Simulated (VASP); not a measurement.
Here is the system:

```
Ca
1.0
    0.00000     2.30073     2.30073
    2.30073     0.00000     2.30073
    2.30073     2.30073     0.00000
Ca
1
Cartesian
  0.00000   0.00000   0.00000
```

The numbers are results of PBEsol GGA, VASP's PBE PAW potentials (set 64) (plane waves; VASP), not measurements. Run with 500 eV cut-off, 14×14×14 Γ-centred mesh, first-order Methfessel-Paxton smearing of 0.10 eV, potentials Ca_sv.

Q: Estimate the energy per atom (σ→0), pressure, band gap (on the k-mesh) with the smallest direct gap where there is one.

A: 
```yaml
band gap (on the k-mesh): none (metal, semimetal or under 0.01 eV)
energy per atom (σ→0): -1.418 eV/atom
pressure: 20.11 GPa
```

The absolute energy has meaning only against runs of the same code, potentials and settings.

The compound is Ca in the fcc structure. It was relaxed first under an external pressure of 20 GPa.
